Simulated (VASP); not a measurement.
Calculation: PW91 GGA, VASP's PBE PAW potentials (set 64) (plane waves; VASP).

The input files of a VASP run:

**INCAR**
```
SYSTEM  =  RuAl
PREC  =  Accurate; ENCUT  =  520; LREAL  =  F
LASPH  =  T
EDIFF  =  1E-7; NELM  =  100; ALGO  =  Normal
LMAXMIX  =  4
ISMEAR  =  1; SIGMA  =  0.1
GGA  =  91
ISIF  =  2
LWAVE  =  F; LCHARG  =  F
```

POSCAR:
```
RuAl
1
    3.0360870348     0.0000000000     0.0000000000
    0.0000000000     3.0360870348     0.0000000000
    0.0000000000     0.0000000000     3.0360870348
Al Ru
1 1
Direct
  0.5000000000   0.5000000000   0.5000000000
  0.0000000000   0.0000000000   0.0000000000
```

**KPOINTS**
```
Regular mesh
0
gamma
12 12 12
```

POTCAR, in this order: Al Ru_pv (PBE.64 set). Program: vasp_std.

### Question
Predict the energy per atom (σ→0), pressure, band gap (on the k-mesh).

### Answer

energy per atom (σ→0): -7.098 eV/atom
band gap (on the k-mesh): none (metal, semimetal or under 0.01 eV)
pressure: -5.79 GPa

**OSZICAR**
```
...
DAV:   7    -0.142111900899E+02    0.85832E-01   -0.34052E-01  2148   0.685E+00    0.188E+00
DAV:   8    -0.141960402495E+02    0.15150E-01   -0.19649E-02  2156   0.143E+00    0.199E-01
DAV:   9    -0.141959076408E+02    0.13261E-03   -0.27687E-04  2388   0.152E-01    0.130E-01
DAV:  10    -0.141959026059E+02    0.50349E-05   -0.38148E-05  2468   0.828E-02    0.971E-03
DAV:  11    -0.141959010690E+02    0.15369E-05   -0.25512E-06  2376   0.211E-02    0.597E-03
DAV:  12    -0.141959004963E+02    0.57274E-06   -0.82228E-08  1280   0.287E-03    0.202E-04
DAV:  13    -0.141959005103E+02   -0.13992E-07   -0.10797E-08  1072   0.976E-04
   1 F= -.14195901E+02 E0= -.14195845E+02  d E =-.165878E-03
```

The compound is RuAl in the CsCl type structure. This cell is one point of a volume scan, at 1.03 of the reference volume. The electron count is odd and the run is not spin-polarised, which forces a metal.
